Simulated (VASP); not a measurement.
All values below come from r2SCAN meta-GGA, VASP's PBE PAW potentials (set 64) (plane waves; VASP).

The input files of a VASP run:

### INCAR
```
SYSTEM  =  FeAl
PREC  =  Accurate; ENCUT  =  520; LREAL  =  .FALSE.
LASPH  =  .TRUE.
EDIFF  =  1E-6; NELM  =  100; ALGO  =  Normal
LMAXMIX  =  4; LMIXTAU  =  .TRUE.
ISMEAR  =  1; SIGMA  =  0.1
METAGGA  =  R2SCAN
IBRION  =  2; NSW  =  60; ISIF  =  3
EDIFFG  =  -0.01
LWAVE  =  .FALSE.; LCHARG  =  .FALSE.
```

KPOINTS:
```
Automatic mesh
0
Gamma
11 11 11
0 0 0
```

File POSCAR:
```
FeAl
1
    2.9100000000     0.0000000000     0.0000000000
    0.0000000000     2.9100000000     0.0000000000
    0.0000000000     0.0000000000     2.9100000000
Al Fe
1 1
Direct
  0.5000000000   0.5000000000   0.5000000000
  0.0000000000   0.0000000000   0.0000000000
```

POTCAR, in this order: Al Fe (PBE.64 set). Program: vasp_std.

What VASP printed:

### OSZICAR
```
       N       E                     dE             d eps       ncg     rms          rms(c)
DAV:   1     0.237820539993E+02    0.23782E+02   -0.50870E+03  1008   0.125E+03
DAV:   2    -0.234003327329E+02   -0.47182E+02   -0.45288E+02  1017   0.185E+02
DAV:   3    -0.247252122579E+02   -0.13249E+01   -0.12923E+01  1151   0.426E+01
DAV:   4    -0.247538709582E+02   -0.28659E-01   -0.28633E-01  1294   0.562E+00
DAV:   5    -0.247545804036E+02   -0.70945E-03   -0.70938E-03  1234   0.803E-01    0.154E+01
DAV:   6    -0.261645386797E+02   -0.14100E+01   -0.94759E+01  1136   0.160E+02    0.211E+01
DAV:   7    -0.211900515923E+02    0.49745E+01   -0.44432E+01  1097   0.899E+01    0.285E+00
DAV:   8    -0.212127395348E+02   -0.22688E-01   -0.22242E-01  1037   0.489E+00    0.215E+00
DAV:   9    -0.212168018905E+02   -0.40624E-02   -0.17335E-01  1148   0.765E+00    0.728E-01
DAV:  10    -0.212104310646E+02    0.63708E-02   -0.55915E-02  1136   0.422E+00    0.210E-01
DAV:  11    -0.212108746338E+02   -0.44357E-03   -0.24360E-02  1062   0.275E+00    0.349E-01
DAV:  12    -0.212132683584E+02   -0.23937E-02   -0.10321E-02  1051   0.177E+00    0.447E-02
DAV:  13    -0.212133166343E+02   -0.48276E-04   -0.35521E-04  1347   0.248E-01    0.313E-02
DAV:  14    -0.212133414528E+02   -0.24818E-04   -0.22804E-05  1336   0.647E-02    0.181E-02
DAV:  15    -0.212133494964E+02   -0.80436E-05   -0.11740E-05  1094   0.430E-02    0.458E-03
DAV:  16    -0.212133526857E+02   -0.31893E-05   -0.39545E-06  1038   0.375E-02    0.370E-03
DAV:  17    -0.212133526544E+02    0.31259E-07   -0.43617E-08   513   0.217E-03
   1 F= -.21213353E+02 E0= -.21213511E+02  d E =-.212134E+02
       N       E                     dE             d eps       ncg     rms          rms(c)
DAV:   1    -0.236202949821E+02   -0.24069E+01   -0.44283E+01  1058   0.131E+02    0.150E+01
DAV:   2    -0.241913908760E+02   -0.57110E+00   -0.65126E+01  1136   0.137E+02    0.143E+01
DAV:   3    -0.212594207116E+02    0.29320E+01   -0.27050E+01  1114   0.802E+01    0.273E+00
DAV:   4    -0.212308275877E+02    0.28593E-01   -0.18870E-01  1120   0.530E+00    0.175E+00
DAV:   5    -0.212137177262E+02    0.17110E-01   -0.68424E-02  1349   0.372E+00    0.438E-01
DAV:   6    -0.212130627673E+02    0.65496E-03   -0.43365E-03  1125   0.118E+00    0.218E-01
DAV:   7    -0.212133102835E+02   -0.24752E-03   -0.14461E-03  1094   0.703E-01    0.140E-01
DAV:   8    -0.212131081135E+02    0.20217E-03   -0.22356E-03  1086   0.855E-01    0.145E-02
DAV:   9    -0.212131340172E+02   -0.25904E-04   -0.34325E-05  1072   0.907E-02    0.842E-03
DAV:  10    -0.212131338458E+02    0.17141E-06   -0.18993E-06   554   0.233E-02
   2 F= -.21213134E+02 E0= -.21213448E+02  d E =0.218809E-03
       N       E                     dE             d eps       ncg     rms          rms(c)
DAV:   1    -0.218918486394E+02   -0.67871E+00   -0.11727E+01  1048   0.697E+01    0.711E+00
DAV:   2    -0.223012193866E+02   -0.40937E+00   -0.21301E+01  1261   0.742E+01    0.815E+00
DAV:   3    -0.212876681615E+02    0.10136E+01   -0.64226E+00  1208   0.427E+01    0.103E+00
DAV:   4    -0.212847478965E+02    0.29203E-02   -0.25700E-02  1042   0.187E+00    0.707E-01
DAV:   5    -0.212807354663E+02    0.40124E-02   -0.11861E-02  1355   0.140E+00    0.101E-01
DAV:   6    -0.212807182325E+02    0.17234E-04   -0.17931E-03  1156   0.762E-01    0.512E-02
DAV:   7    -0.212806441955E+02    0.74037E-04   -0.50733E-04  1126   0.384E-01    0.228E-02
DAV:   8    -0.212806486281E+02   -0.44325E-05   -0.10147E-04  1088   0.162E-01    0.580E-03
DAV:   9    -0.212806558956E+02   -0.72675E-05   -0.39684E-06  1029   0.214E-02    0.449E-03
DAV:  10    -0.212806553834E+02    0.51213E-06   -0.29666E-06   530   0.300E-02
   3 F= -.21280655E+02 E0= -.21280876E+02  d E =-.673027E-01
       N       E                     dE             d eps       ncg     rms          rms(c)
DAV:   1    -0.212809303716E+02   -0.27448E-03   -0.49249E-03  1055   0.141E+00    0.147E-01
DAV:   2    -0.212810615783E+02   -0.13121E-03   -0.84844E-03  1172   0.151E+00    0.159E-01
DAV:   3    -0.212806680886E+02    0.39349E-03   -0.28026E-03  1172   0.878E-01    0.160E-02
DAV:   4    -0.212806636612E+02    0.44274E-05   -0.10559E-05  1047   0.330E-02    0.569E-03
DAV:   5    -0.212806626971E+02    0.96411E-06   -0.41867E-06   570   0.341E-02
   4 F= -.21280663E+02 E0= -.21280884E+02  d E =-.673100E-01
```

### OUTCAR
```
------------------------ aborting loop because EDIFF is reached ----------------------------------------
  FORCE on cell =-STRESS in cart. coord.  units (eV):
  Direction    XX          YY          ZZ          XY          YZ          ZX
  --------------------------------------------------------------------------------------
  Total        0.0198553      0.0198553      0.0198553     -0.0000000     -0.0000000      0.0000000
  in kB        1.3863393      1.3863393      1.3863393     -0.0000000     -0.0000000      0.0000000
  external PRESSURE =       1.3863393 kB  Pullay stress =       0.0000000 kB
  volume of cell :       22.95
      direct lattice vectors                 reciprocal lattice vectors
     2.841662220 -0.000000000  0.000000000     0.351906709 -0.000000000 -0.000000000
     0.000000000  2.841662220 -0.000000000     0.000000000  0.351906709  0.000000000
     0.000000000 -0.000000000  2.841662220    -0.000000000  0.000000000  0.351906709
 POSITION                                       TOTAL-FORCE (eV/Angst)
 -----------------------------------------------------------------------------------
      1.42083      1.42083      1.42083        -0.000000      0.000000      0.000000
      0.00000      0.00000      0.00000         0.000000     -0.000000      0.000000
 -----------------------------------------------------------------------------------
    total drift:                               -0.000000      0.000000      0.000000
  FREE ENERGIE OF THE ION-ELECTRON SYSTEM (eV)
  ---------------------------------------------------
  free  energy   TOTEN  =       -21.2806626971 eV

  energy  without entropy=      -21.2813267158  energy(sigma->0) =      -21.28088404

 reached required accuracy - stopping structural energy minimisation
```
(Selected blocks of OUTCAR.)

### CONTCAR
```
FeAl
   1.00000000000000
     2.8416622199378101   -0.0000000000000000    0.0000000000000000
     0.0000000000000000    2.8416622199378101   -0.0000000000000000
     0.0000000000000000   -0.0000000000000000    2.8416622199378101
  Al              Fe
     1     1
Direct
     0.5000000000000000    0.5000000000000000    0.5000000000000000
     0.0000000000000000    0.0000000000000000    0.0000000000000000
```

File OUTCAR:
```
 val. band max:        8.0552217598   @ k =   0.1818   0.0909   0.0909

 cond. band min:       8.0932943219   @ k =   0.0909   0.0909   0.0000


 Fermi energy:         8.0701538931

 k-point     1 :       0.0000    0.0000    0.0000
  band No.  band energies     occupation
      1      -2.9342      2.00000
      2       5.8179      2.00000
      3       5.8179      2.00000
      4       8.2105     -0.06330
      5       8.2105     -0.06330
      6       8.2105     -0.06330
      7      15.2522      0.00000
      8      15.2522      0.00000
      9      15.2522      0.00000

 k-point     2 :       0.0909    0.0000    0.0000
  band No.  band energies     occupation
      1      -2.7668      2.00000
      2       5.7881      2.00000
      3       5.8729      2.00000
      4       8.1069      0.42169
      5       8.1069      0.42163
      6       8.2213     -0.05429
      7      13.9305      0.00000
      8      15.4940      0.00000
      9      15.4940      0.00000

 k-point     3 :       0.1818    0.0000    0.0000
  band No.  band energies     occupation
      1      -2.2701      2.00000
      2       5.6092      2.00000
      3       6.0248      2.00000
      4       7.8495      2.00776
      5       7.8495      2.00776
      6       8.2503     -0.02876
      7      12.0294      0.00000
      8      16.1686      0.00000
      9      16.1686      0.00000

 k-point     4 :       0.2727    0.0000    0.0000
  band No.  band energies     occupation
      1      -1.4605      2.00000
      2       5.0311      2.00000
      3       6.2345      2.00000
      4       7.5478      2.00000
      5       7.5478      2.00000
      6       8.2885     -0.00845
      7      10.6175      0.00000
      8      17.1734      0.00000
      9      17.1734      0.00000

 k-point     5 :       0.3636    0.0000    0.0000
  band No.  band energies     occupation
      1      -0.3676      2.00000
      2       3.8988      2.00000
      3       6.4395      2.00000
...
```

Energy and stress use the plane-wave basis of the starting cell.

The compound is FeAl in the CsCl type structure. This run relaxes it. Symmetry was kept, so distortions that lower it aren't found. The run is not spin-polarised, so no magnetic state was tried. The electron count is odd and the run is not spin-polarised, which forces a metal.
